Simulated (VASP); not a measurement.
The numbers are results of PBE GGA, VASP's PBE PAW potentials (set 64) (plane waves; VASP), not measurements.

The input files of a VASP run:

**INCAR**
```
! general
SYSTEM   =  LiZn35O35
PREC     =  Normal
ENCUT    =  400   ! plane-wave cut-off (eV)
LREAL    =  Auto
LASPH    =  T
ISYM     =  0

! electronic loop
EDIFF    =  1E-5   ! SCF stop (eV)
NELM     =  100
NELMIN   =  4
ALGO     =  Fast   ! Davidson, then RMM-DIIS
LMAXMIX  =  4   ! l cut-off of mixed one-centre charges

! smearing
ISMEAR   =  0   ! Gaussian
SIGMA    =  0.05   ! width (eV)

! functional
GGA      =  PE   ! PBE

! spin
ISPIN    =  2
MAGMOM   =  71*0.0141
NUPDOWN  =  1

! ions
IBRION   =  2
NSW      =  70   ! most ionic steps
ISIF     =  2   ! forces and stress, cell fixed
EDIFFG   =  -0.03

! output
LWAVE    =  T
LCHARG   =  F
LORBIT   =  10
```

### KPOINTS
```
Automatic mesh
0
Gamma
1 1 1
0 0 0
```

**POSCAR**
```
LiZn35O35
1
    4.9323206973    -8.5430314063     0.0000000000
    4.9323206973     8.5430314063     0.0000000000
    0.0000000000     0.0000000000    10.5847754337
Zn O Li
35 35 1
Direct
  0.2222220000   0.1111110000   0.2500000000
  0.1111110000   0.2222220000   0.0000000000
  0.2222220000   0.1111110000   0.7500000000
  0.1148620000   0.2203350000   0.5005650000
  0.2210200000   0.4465620000   0.2481420000
  0.1111110000   0.5555560000   0.0000000000
  0.2222220000   0.4444440000   0.7500000000
  0.1123420000   0.5574720000   0.4986710000
  0.2222220000   0.7777780000   0.2500000000
  0.1111110000   0.8888890000   0.0000000000
  0.2222220000   0.7777780000   0.7500000000
  0.1111110000   0.8888890000   0.5000000000
  0.5555560000   0.1111110000   0.2500000000
  0.4444440000   0.2222220000   0.0000000000
  0.5555560000   0.1111110000   0.7500000000
  0.4444440000   0.2222220000   0.5000000000
  0.5555560000   0.4444440000   0.2500000000
  0.4444440000   0.5555560000   0.0000000000
  0.5555560000   0.4444440000   0.7500000000
  0.5555560000   0.7777780000   0.2500000000
  0.4444440000   0.8888890000   0.0000000000
  0.5555560000   0.7777780000   0.7500000000
  0.4444440000   0.8888890000   0.5000000000
  0.8888890000   0.1111110000   0.2500000000
  0.7777780000   0.2222220000   0.0000000000
  0.8888890000   0.1111110000   0.7500000000
  0.7777780000   0.2222220000   0.5000000000
  0.8888890000   0.4444440000   0.2500000000
  0.7777780000   0.5555560000   0.0000000000
  0.8888890000   0.4444440000   0.7500000000
  0.7777780000   0.5555560000   0.5000000000
  0.8888890000   0.7777780000   0.2500000000
  0.7777780000   0.8888890000   0.0000000000
  0.8888890000   0.7777780000   0.7500000000
  0.7777780000   0.8888890000   0.5000000000
  0.2222220000   0.1111110000   0.4410000000
  0.1111110000   0.2222220000   0.1910000000
  0.2222220000   0.1111110000   0.9410000000
  0.1111110000   0.2222220000   0.6910000000
  0.1111110000   0.5555560000   0.1910000000
  0.2222220000   0.4444440000   0.9410000000
  0.1111110000   0.5555560000   0.6910000000
  0.2222220000   0.7777780000   0.4410000000
  0.1111110000   0.8888890000   0.1910000000
  0.2222220000   0.7777780000   0.9410000000
  0.1111110000   0.8888890000   0.6910000000
  0.5555560000   0.1111110000   0.4410000000
  0.4444440000   0.2222220000   0.1910000000
  0.5555560000   0.1111110000   0.9410000000
  0.4444440000   0.2222220000   0.6910000000
  0.5555560000   0.4444440000   0.4410000000
  0.4444440000   0.5555560000   0.1910000000
  0.5555560000   0.4444440000   0.9410000000
  0.4444440000   0.5555560000   0.6910000000
  0.5555560000   0.7777780000   0.4410000000
  0.4444440000   0.8888890000   0.1910000000
  0.5555560000   0.7777780000   0.9410000000
  0.4444440000   0.8888890000   0.6910000000
  0.8888890000   0.1111110000   0.4410000000
  0.7777780000   0.2222220000   0.1910000000
  0.8888890000   0.1111110000   0.9410000000
  0.7777780000   0.2222220000   0.6910000000
  0.8888890000   0.4444440000   0.4410000000
  0.7777780000   0.5555560000   0.1910000000
  0.8888890000   0.4444440000   0.9410000000
  0.7777780000   0.5555560000   0.6910000000
  0.8888890000   0.7777780000   0.4410000000
  0.7777780000   0.8888890000   0.1910000000
  0.8888890000   0.7777780000   0.9410000000
  0.7777780000   0.8888890000   0.6910000000
  0.4471300000   0.5616480000   0.4998570000
```

POTCAR, in this order: Zn O Li (PBE.64 set). Program: vasp_gam.

Output of the run:

File OSZICAR:
```
...
RMM:   2    -0.313679796608E+03   -0.19861E-01   -0.21773E-01  1520   0.101E+00    0.430E-01
RMM:   3    -0.313681076333E+03   -0.12797E-02   -0.27238E-02  1520   0.364E-01    0.226E-01
RMM:   4    -0.313680942400E+03    0.13393E-03   -0.36026E-03  1533   0.148E-01    0.177E-01
RMM:   5    -0.313680808458E+03    0.13394E-03   -0.10485E-03  1520   0.722E-02    0.557E-02
RMM:   6    -0.313680830319E+03   -0.21861E-04   -0.26692E-04  1521   0.296E-02    0.309E-02
RMM:   7    -0.313680824704E+03    0.56154E-05   -0.45289E-05  1068   0.124E-02
  10 F= -.31368082E+03 E0= -.31368082E+03  d E =-.262876E-01  mag=     1.0000
       N       E                     dE             d eps       ncg     rms          rms(c)
DAV:   1    -0.313677629718E+03    0.32006E-02   -0.82343E+00  1568   0.520E+00    0.368E-01
RMM:   2    -0.313685682397E+03   -0.80527E-02   -0.88023E-02  1520   0.639E-01    0.272E-01
RMM:   3    -0.313686203259E+03   -0.52086E-03   -0.11010E-02  1520   0.230E-01    0.144E-01
RMM:   4    -0.313686149526E+03    0.53733E-04   -0.14597E-03  1531   0.937E-02    0.112E-01
RMM:   5    -0.313686096772E+03    0.52754E-04   -0.42260E-04  1520   0.459E-02    0.357E-02
RMM:   6    -0.313686106185E+03   -0.94125E-05   -0.10952E-04  1397   0.188E-02    0.195E-02
RMM:   7    -0.313686103932E+03    0.22527E-05   -0.18817E-05   966   0.772E-03
  11 F= -.31368610E+03 E0= -.31368610E+03  d E =-.315668E-01  mag=     1.0000
       N       E                     dE             d eps       ncg     rms          rms(c)
DAV:   1    -0.313682480123E+03    0.36261E-02   -0.11517E+01  1536   0.634E+00    0.496E-01
RMM:   2    -0.313697865407E+03   -0.15385E-01   -0.16828E-01  1520   0.868E-01    0.301E-01
RMM:   3    -0.313698792118E+03   -0.92671E-03   -0.21236E-02  1520   0.320E-01    0.168E-01
RMM:   4    -0.313698707011E+03    0.85107E-04   -0.26593E-03  1538   0.124E-01    0.120E-01
RMM:   5    -0.313698597174E+03    0.10984E-03   -0.71196E-04  1520   0.597E-02    0.421E-02
RMM:   6    -0.313698608805E+03   -0.11631E-04   -0.21433E-04  1468   0.256E-02    0.242E-02
RMM:   7    -0.313698604667E+03    0.41380E-05   -0.36696E-05  1046   0.118E-02
  12 F= -.31369860E+03 E0= -.31369860E+03  d E =-.125007E-01  mag=     1.0000
       N       E                     dE             d eps       ncg     rms          rms(c)
DAV:   1    -0.313696245561E+03    0.23632E-02   -0.28288E+00  1600   0.314E+00    0.243E-01
RMM:   2    -0.313700066250E+03   -0.38207E-02   -0.41744E-02  1520   0.433E-01    0.150E-01
RMM:   3    -0.313700295119E+03   -0.22887E-03   -0.52857E-03  1520   0.160E-01    0.852E-02
RMM:   4    -0.313700271726E+03    0.23394E-04   -0.66772E-04  1536   0.622E-02    0.613E-02
RMM:   5    -0.313700243283E+03    0.28443E-04   -0.18191E-04  1465   0.299E-02    0.213E-02
RMM:   6    -0.313700246621E+03   -0.33386E-05   -0.54625E-05  1187   0.129E-02
  13 F= -.31370025E+03 E0= -.31370025E+03  d E =-.141427E-01  mag=     1.0000
       N       E                     dE             d eps       ncg     rms          rms(c)
DAV:   1    -0.313695858635E+03    0.43846E-02   -0.75380E+00  1552   0.517E+00    0.386E-01
RMM:   2    -0.313706438860E+03   -0.10580E-01   -0.11452E-01  1520   0.699E-01    0.229E-01
RMM:   3    -0.313707100586E+03   -0.66173E-03   -0.14168E-02  1520   0.258E-01    0.128E-01
RMM:   4    -0.313707066208E+03    0.34378E-04   -0.16711E-03  1536   0.993E-02    0.998E-02
RMM:   5    -0.313706994593E+03    0.71616E-04   -0.46061E-04  1520   0.478E-02    0.322E-02
RMM:   6    -0.313707005914E+03   -0.11321E-04   -0.13893E-04  1415   0.211E-02    0.218E-02
RMM:   7    -0.313707002506E+03    0.34080E-05   -0.27999E-05  1006   0.106E-02
  14 F= -.31370700E+03 E0= -.31370700E+03  d E =-.675588E-02  mag=     1.0000
       N       E                     dE             d eps       ncg     rms          rms(c)
DAV:   1    -0.313706132028E+03    0.87389E-03   -0.94928E-01  1648   0.184E+00    0.133E-01
RMM:   2    -0.313707486139E+03   -0.13541E-02   -0.14610E-02  1520   0.250E-01    0.815E-02
RMM:   3    -0.313707568372E+03   -0.82233E-04   -0.18062E-03  1520   0.922E-02    0.476E-02
RMM:   4    -0.313707562122E+03    0.62496E-05   -0.21563E-04  1502   0.355E-02    0.371E-02
RMM:   5    -0.313707552074E+03    0.10048E-04   -0.62797E-05  1280   0.174E-02    0.119E-02
RMM:   6    -0.313707553776E+03   -0.17023E-05   -0.18076E-05   938   0.763E-03
  15 F= -.31370755E+03 E0= -.31370755E+03  d E =-.730716E-02  mag=     1.0000
       N       E                     dE             d eps       ncg     rms          rms(c)
DAV:   1    -0.313701388074E+03    0.61640E-02   -0.60052E+00  1528   0.464E+00    0.374E-01
RMM:   2    -0.313711889970E+03   -0.10502E-01   -0.11217E-01  1520   0.680E-01    0.203E-01
RMM:   3    -0.313712578225E+03   -0.68825E-03   -0.14028E-02  1520   0.256E-01    0.113E-01
RMM:   4    -0.313712569122E+03    0.91027E-05   -0.15591E-03  1533   0.945E-02    0.897E-02
RMM:   5    -0.313712507155E+03    0.61967E-04   -0.40025E-04  1516   0.456E-02    0.309E-02
RMM:   6    -0.313712518106E+03   -0.10950E-04   -0.12693E-04  1398   0.203E-02    0.224E-02
RMM:   7    -0.313712515157E+03    0.29492E-05   -0.24515E-05   994   0.954E-03
  16 F= -.31371252E+03 E0= -.31371252E+03  d E =-.496138E-02  mag=     1.0000
       N       E                     dE             d eps       ncg     rms          rms(c)
DAV:   1    -0.313710595186E+03    0.19229E-02   -0.13902E+00  1568   0.223E+00    0.174E-01
RMM:   2    -0.313713059045E+03   -0.24639E-02   -0.26245E-02  1520   0.330E-01    0.975E-02
RMM:   3    -0.313713214742E+03   -0.15570E-03   -0.32763E-03  1520   0.124E-01    0.573E-02
RMM:   4    -0.313713209605E+03    0.51369E-05   -0.36928E-04  1525   0.460E-02    0.451E-02
RMM:   5    -0.313713193020E+03    0.16584E-04   -0.99492E-05  1383   0.224E-02    0.155E-02
RMM:   6    -0.313713195785E+03   -0.27643E-05   -0.30784E-05  1053   0.993E-03
  17 F= -.31371320E+03 E0= -.31371320E+03  d E =-.564201E-02  mag=     1.0000
       N       E                     dE             d eps       ncg     rms          rms(c)
DAV:   1    -0.313705745508E+03    0.74475E-02   -0.73252E+00  1544   0.514E+00    0.380E-01
RMM:   2    -0.313715889588E+03   -0.10144E-01   -0.10879E-01  1520   0.681E-01    0.226E-01
RMM:   3    -0.313716562206E+03   -0.67262E-03   -0.13531E-02  1520   0.251E-01    0.124E-01
RMM:   4    -0.313716541300E+03    0.20906E-04   -0.15197E-03  1529   0.937E-02    0.923E-02
RMM:   5    -0.313716490791E+03    0.50509E-04   -0.40398E-04  1520   0.464E-02    0.324E-02
RMM:   6    -0.313716502725E+03   -0.11934E-04   -0.11995E-04  1411   0.203E-02    0.209E-02
RMM:   7    -0.313716499714E+03    0.30109E-05   -0.25204E-05   998   0.100E-02
  18 F= -.31371650E+03 E0= -.31371650E+03  d E =-.330393E-02  mag=     1.0000
       N       E                     dE             d eps       ncg     rms          rms(c)
DAV:   1    -0.313716494674E+03    0.80506E-05   -0.75830E-03  1704   0.167E-01    0.105E-02
RMM:   2    -0.313716507208E+03   -0.12534E-04   -0.13739E-04  1455   0.251E-02    0.827E-03
RMM:   3    -0.313716507850E+03   -0.64261E-06   -0.17842E-05   926   0.924E-03    0.662E-03
RMM:   4    -0.313716507678E+03    0.17250E-06   -0.24672E-06   868   0.434E-03
  19 F= -.31371651E+03 E0= -.31371651E+03  d E =-.331189E-02  mag=     1.0000
       N       E                     dE             d eps       ncg     rms          rms(c)
DAV:   1    -0.313714647386E+03    0.18605E-02   -0.21515E+00  1532   0.281E+00    0.212E-01
RMM:   2    -0.313717551292E+03   -0.29039E-02   -0.31825E-02  1520   0.376E-01    0.136E-01
RMM:   3    -0.313717731067E+03   -0.17977E-03   -0.40053E-03  1520   0.138E-01    0.723E-02
RMM:   4    -0.313717712804E+03    0.18263E-04   -0.43324E-04  1526   0.500E-02    0.537E-02
RMM:   5    -0.313717693915E+03    0.18888E-04   -0.12494E-04  1454   0.258E-02    0.192E-02
RMM:   6    -0.313717696988E+03   -0.30724E-05   -0.38592E-05  1100   0.117E-02
  20 F= -.31371770E+03 E0= -.31371770E+03  d E =-.118931E-02  mag=     1.0000
```

**OUTCAR**
```
------------------------ aborting loop because EDIFF is reached ----------------------------------------
  FORCE on cell =-STRESS in cart. coord.  units (eV):
  Direction    XX          YY          ZZ          XY          YZ          ZX
  --------------------------------------------------------------------------------------
  Total      -13.9774421    -13.7744237    -17.7507972     -0.2840828     -0.1353759      0.2659325
  in kB      -25.1051795    -24.7405338    -31.8825824     -0.5102472     -0.2431514      0.4776470
  external PRESSURE =     -27.2427652 kB  Pullay stress =       0.0000000 kB
  volume of cell :      892.02
      direct lattice vectors                 reciprocal lattice vectors
     4.932320697 -8.543031406  0.000000000     0.101372159 -0.058527234  0.000000000
     4.932320697  8.543031406  0.000000000     0.101372159  0.058527234  0.000000000
     0.000000000  0.000000000 10.584775434     0.000000000  0.000000000  0.094475316
  FREE ENERGIE OF THE ION-ELECTRON SYSTEM (eV)
  ---------------------------------------------------
  free  energy   TOTEN  =      -313.7176969877 eV

  energy  without entropy=     -313.7176969877  energy(sigma->0) =     -313.71769699

 total charge

# of ion       s       p       d       tot
------------------------------------------
    1        0.446   0.455   9.893  10.794
    2        0.450   0.457   9.891  10.798
    3        0.450   0.455   9.890  10.795
    4        0.510   0.460   9.868  10.837
    5        0.500   0.463   9.874  10.837
    6        0.450   0.457   9.891  10.798
    7        0.444   0.448   9.889  10.780
    8        0.509   0.459   9.868  10.837
    9        0.446   0.455   9.893  10.794
   10        0.447   0.456   9.892  10.796
   11        0.449   0.455   9.890  10.795
   12        0.453   0.459   9.887  10.799
   13        0.446   0.454   9.891  10.791
   14        0.446   0.455   9.892  10.794
   15        0.447   0.457   9.892  10.796
   16        0.447   0.457   9.892  10.796
   17        0.447   0.455   9.892  10.793
   18        0.449   0.456   9.891  10.796
   19        0.447   0.456   9.891  10.795
   20        0.447   0.455   9.892  10.793
   21        0.446   0.456   9.892  10.794
   22        0.447   0.456   9.891  10.795
   23        0.447   0.457   9.892  10.796
   24        0.446   0.455   9.893  10.794
   25        0.447   0.458   9.893  10.798
   26        0.449   0.456   9.891  10.797
   27        0.445   0.451   9.891  10.788
   28        0.446   0.455   9.893  10.793
   29        0.447   0.456   9.892  10.795
   30        0.449   0.456   9.891  10.796
   31        0.454   0.458   9.886  10.799
   32        0.447   0.457   9.892  10.796
   33        0.447   0.456   9.892  10.795
   34        0.445   0.451   9.890  10.786
   35        0.454   0.458   9.886  10.798
   36        1.579   3.453   0.000   5.033
   37        1.578   3.455   0.000   5.033
   38        1.575   3.462   0.000   5.037
   39        1.579   3.449   0.000   5.027
   40        1.578   3.455   0.000   5.033
   41        1.578   3.444   0.000   5.021
   42        1.579   3.448   0.000   5.027
   43        1.579   3.453   0.000   5.032
   44        1.575   3.459   0.000   5.034
   45        1.575   3.462   0.000   5.037
   46        1.576   3.452   0.000   5.028
   47        1.576   3.456   0.000   5.032
   48        1.575   3.459   0.000   5.034
   49        1.575   3.461   0.000   5.035
   50        1.575   3.461   0.000   5.035
   51        1.575   3.469   0.000   5.044
   52        1.577   3.456   0.000   5.033
   53        1.575   3.461   0.000   5.036
   54        1.573   3.468   0.000   5.042
   55        1.575   3.469   0.000   5.044
   56        1.575   3.459   0.000   5.034
   57        1.575   3.461   0.000   5.036
   58        1.575   3.461   0.000   5.035
   59        1.580   3.451   0.000   5.031
   60        1.575   3.462   0.000   5.037
   61        1.575   3.463   0.000   5.038
   62        1.575   3.460   0.000   5.035
   63        1.580   3.451   0.000   5.031
   64        1.575   3.458   0.000   5.033
   65        1.575   3.462   0.000   5.038
   66        1.576   3.454   0.000   5.030
   67        1.577   3.450   0.000   5.027
   68        1.575   3.458   0.000   5.033
   69        1.575   3.457   0.000   5.032
   70        1.576   3.454   0.000   5.030
   71        0.118   0.236   0.000   0.354
--------------------------------------------------
tot         71.131 137.214 346.122 554.467

 magnetization (x)

# of ion       s       p       d       tot
------------------------------------------
    1        0.009   0.000  -0.000   0.009
    2        0.008   0.000  -0.000   0.008
    3        0.009   0.000  -0.001   0.009
    4        0.010   0.001   0.003   0.015
    5        0.009   0.001   0.003   0.013
    6        0.008   0.000  -0.000   0.008
    7        0.008   0.000  -0.000   0.008
    8        0.010   0.001   0.003   0.015
    9        0.009   0.000  -0.000   0.009
   10        0.008   0.000  -0.001   0.008
...
```
(Selected blocks of OUTCAR.)

**CONTCAR**
```
LiZn35O35
   1.00000000000000
     4.9323206972999998   -8.5430314063000008    0.0000000000000000
     4.9323206972999998    8.5430314063000008    0.0000000000000000
     0.0000000000000000    0.0000000000000000   10.5847754337000008
  Zn              O               Li
    35    35     1
Direct
     0.2241453902792561    0.1113228878365947    0.2482885977673992
     0.1088849079042698    0.2179855000900486    0.9958764871614149
     0.2262763603668726    0.1105204763868284    0.7536972132216683
     0.0887554651178614    0.1776222141814495    0.5150620283356593
     0.2231574238921860    0.4450008388325085    0.2073893769664737
     0.1087954341658230    0.5576461376882572    0.9958610190186719
     0.2294704125330031    0.4481072613020529    0.7503965086638570
     0.0885124957971727    0.5779399039074110    0.5149554339790633
     0.2241021621549691    0.7796125609186859    0.2482830647733196
     0.1098232283842658    0.8882760237691644    0.0018294000061880
     0.2261621021439293    0.7823541968185641    0.7536721822117735
     0.1137337716345122    0.8903337120464515    0.4999855654926819
     0.5545199808461529    0.1106963397033447    0.2515655676315363
     0.4464860720597066    0.2233585212755258    0.0013442160806755
     0.5554071121298626    0.1110479721643001    0.7508555819590961
     0.4495069537408339    0.2279952796274135    0.5015600002102322
     0.5552554164013305    0.4443804385866512    0.2550222542327697
     0.4502549690554239    0.5585613711805760    0.9950359683160755
     0.5550782023980890    0.4460898671440619    0.7485493643932997
     0.5552272253121777    0.7777732032714770    0.2550003869052058
     0.4464771179368827    0.8898791944055279    0.0013013671789964
     0.5551441168206734    0.7757516477788541    0.7484938371014593
     0.4494632706141605    0.8881444071324541    0.5015981075411572
     0.8861217252855988    0.1094934793249408    0.2486872886029681
     0.7759440220353225    0.2213197783887279    0.0018571464125969
     0.8846702398609236    0.1094132852616747    0.7539245223852904
     0.7749571273224297    0.2209044797121602    0.5019031013485036
     0.8860563008733323    0.4434481742423378    0.2486701128242490
     0.7768519371069033    0.5564375484918271    0.0015165724325928
     0.8846463863198918    0.4420950511553897    0.7538179426522739
     0.7714433290348270    0.5546104592046397    0.4990420882707778
     0.8882744104844003    0.7775690955587815    0.2508855238427552
     0.7768661312225600    0.8871868402715587    0.0015449199907290
     0.8890078786552864    0.7779461030211038    0.7500910093403549
     0.7715205009017497    0.8837949093108578    0.4990062342761957
     0.2247006934984356    0.1134963122002968    0.4387066831933957
     0.1097414820335136    0.2205111597653422    0.1899543641496286
     0.2230863787955515    0.1105891752343748    0.9415622285419805
     0.1114013835299235    0.2226483212339252    0.6936416456433098
     0.1097873552759052    0.5560325459803905    0.1899582051767872
     0.2218608415130792    0.4443434951963099    0.9433590074747810
     0.1114078739059445    0.5554708476237374    0.6935123356152162
     0.2246525762273592    0.7781212052800310    0.4386748505023219
     0.1107494405623318    0.8888063538737119    0.1912433499084462
     0.2231436324029859    0.7792659550339105    0.9415733120758426
     0.1123620484640255    0.8895734505671037    0.6890054560001430
     0.5546468647261562    0.1106171381303160    0.4407276221005257
     0.4450188578563972    0.2231990620020780    0.1903617909710872
     0.5555669858141369    0.1111297493159854    0.9399731726435653
     0.4449781205308255    0.2223985532699397    0.6906000633732861
     0.5538359881252904    0.4452737839940268    0.4409798339027361
     0.4462939910057150    0.5566526758848805    0.1879174034971136
     0.5564993191860523    0.4439706075768733    0.9386770056844949
     0.4451323820340585    0.5559556314013594    0.6894318906615109
     0.5538867788400647    0.7752295923335515    0.4409866267257632
     0.4449719977819466    0.8887388675141913    0.1903336415779844
     0.5566226466291926    0.7794377275719941    0.9386468141100749
     0.4449692175566665    0.8893092618216707    0.6906652300364831
     0.8889466672154296    0.1123896868912202    0.4389372556720751
     0.7771331928674302    0.2219959632961247    0.1910156556912998
     0.8873140922720362    0.1102980387193786    0.9417516373623044
     0.7784055133734156    0.2225784753033533    0.6903782338944168
     0.8886686822290359    0.4433660147475404    0.4389341103039113
     0.7771211469189915    0.5559748602425293    0.1906777794621536
     0.8872408681602355    0.4436697192647168    0.9417132368214919
     0.7795913527001981    0.5561167956967661    0.6887473125595842
     0.8915236219360233    0.7791834748122761    0.4409294976378194
     0.7771366144747428    0.8880761303544717    0.1906979451957583
     0.8891776357832262    0.7779764598839701    0.9394781570870564
     0.7796849253913157    0.8904606097799960    0.6887340594671861
     0.4859832495897213    0.5763181382094444    0.5131775937505966
```

At this cut-off the stress carries a Pulay error, which pulls relaxed volumes low. The supercell is sampled at Γ alone, which is coarse: total energies, pressure and levels can be off, energies of defects by several tenths of an eV.

The cell is a supercell with a defect, built from ZnO (wurtzite): Li_Zn-vac_O.
